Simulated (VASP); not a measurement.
An input for Ansatz (written as the equivalent of a VASP run, and not itself run):

Ansatz 0.2 input:
```yaml
crystal:
  lattice:
    - [2.0016160, 1.1556340, 6.0683430]
    - [-2.0016160, 1.1556340, 6.0683430]
    - [0.0000000, -2.3112680, 6.0683430]
  atoms:
    - { symbol: Te, position: [0.0000000, 0.0000000, 0.0000000] }
    - { symbol: Se, position: [0.2520000, 0.2520000, 0.2520000] }
    - { symbol: Se, position: [0.7480000, 0.7480000, 0.7480000] }
kpoints:
  mp_grid: { grid: [5, 5, 5] }
hamiltonian:
  xc: pbe
  pseudopotentials: { kind: paw }
scf:
  occupations: { method: gaussian, width: 0.136 }
  max_iter: 100
output: { forces: true, stress: true, eigenvalues: true }
```

Task: Translate this input to VASP (INCAR, KPOINTS, POSCAR, choice of POTCAR).

Result: This is not unique; one that fits is 
### INCAR
```
# general
SYSTEM =TeSe2
PREC   =Accurate
ENCUT  =300
LREAL  =.FALSE.   # projection in real space or not
LASPH  =.TRUE.   # aspherical one-centre terms

# electronic loop
EDIFF  =1E-6
NELM   =100   # most electronic steps
ALGO   =Normal   # blocked Davidson
LMAXMIX=4

# smearing
ISMEAR =0   # Gaussian
SIGMA  =0.136

# functional
GGA    =PE   # PBE

# ions
ISIF   =2   # forces and stress, cell fixed

# output
LWAVE  =.FALSE.
LCHARG =.FALSE.
```

File POSCAR:
```
TeSe2
1
    2.0016160000     1.1556340000     6.0683430000
   -2.0016160000     1.1556340000     6.0683430000
    0.0000000000    -2.3112680000     6.0683430000
Te Se
1 2
Direct
  0.0000000000   0.0000000000   0.0000000000
  0.2520000000   0.2520000000   0.2520000000
  0.7480000000   0.7480000000   0.7480000000
```

KPOINTS:
```
Automatic
0
Gamma
  5 5 5
```

POTCAR, in this order: Te Se (PBE.64 set). Program: vasp_std.

Limits of the translation: each code has its own PAW files, so the cut-off isn't converted (ENCUT is set for VASP's; basis.ecutwfc is left out, and Ansatz then takes the one that its files recommend); Ansatz stops its SCF on the density residual and VASP on the energy change (EDIFF).

The structure was generated: TeSe2 was put into an ordered model structure, which need not be its known phase. The cell was not relaxed at this level. The k-mesh is coarse (spacing up to 0.37 per Å, 2π included), so the numbers may not be converged in it.
